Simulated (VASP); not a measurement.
An input for Quantum ESPRESSO's pw.x (written as the equivalent of a VASP run, and not itself run):

```
&CONTROL
  calculation = 'vc-relax'
  pseudo_dir = './pseudo'
  outdir = './out'
  tprnfor = .true.
  tstress = .true.
  nstep = 60
  forc_conv_thr = 0.00039
/
&SYSTEM
  ibrav = 0
  nat = 2
  ntyp = 2
  ecutwfc = 74
  occupations = 'smearing'
  smearing = 'gaussian'
  degauss = 0.003675
  input_dft = 'pbe'
  vdw_corr = 'grimme-d3'
  dftd3_version = 3
  dftd3_threebody = .false.
/
&ELECTRONS
  conv_thr = 7.3e-08
  electron_maxstep = 100
/
&IONS
/
&CELL
/
ATOMIC_SPECIES
  Li 6.940 Li.upf
  Br 79.904 Br.upf
CELL_PARAMETERS angstrom
     0.0000000    2.7183784    2.7183784
     2.7183784    0.0000000    2.7183784
     2.7183784    2.7183784    0.0000000
ATOMIC_POSITIONS crystal
  Li   0.0000000  0.0000000  0.0000000
  Br   0.5000000  0.5000000  0.5000000
K_POINTS automatic
  8 8 8 0 0 0
```

Problem. Write the VASP files for the same calculation (PBE-D3 (zero damping)).

Solution. This is not unique; one that fits is 
File KPOINTS:
```
Regular mesh
0
Gamma
  8 8 8
0 0 0
```

INCAR:
```
ALGO = Normal
EDIFF = 1E-6
EDIFFG = -0.01
ENCUT = 520
GGA = PE
IBRION = 2
ISIF = 3
ISMEAR = 0
IVDW = 11
LASPH = .True.
LCHARG = .False.
LMAXMIX = 4
LREAL = .False.
LWAVE = .False.
NELM = 100
NSW = 60
PREC = Accurate
SIGMA = 0.05
SYSTEM = LiBr
```

File POSCAR:
```
LiBr
1
    0.0000000000     2.7183784028     2.7183784028
    2.7183784028     0.0000000000     2.7183784028
    2.7183784028     2.7183784028     0.0000000000
Li Br
1 1
Direct
  0.0000000000   0.0000000000   0.0000000000
  0.5000000000   0.5000000000   0.5000000000
```

POTCAR, in this order: Li_sv Br (PBE.64 set). Program: vasp_std.

The two are equivalent in intent, not identical: the potentials are each code's own (VASP's PAW set, PseudoDojo norm-conserving files in pw.x), so ENCUT and ecutwfc are chosen apart and not converted; conv_thr bounds pw.x's estimated SCF error, while EDIFF bounds the energy change between steps; forc_conv_thr acts on force components and is met together with etot_conv_thr.

The compound is LiBr in the rock salt structure. It was relaxed first. The start is the result of an earlier pass.
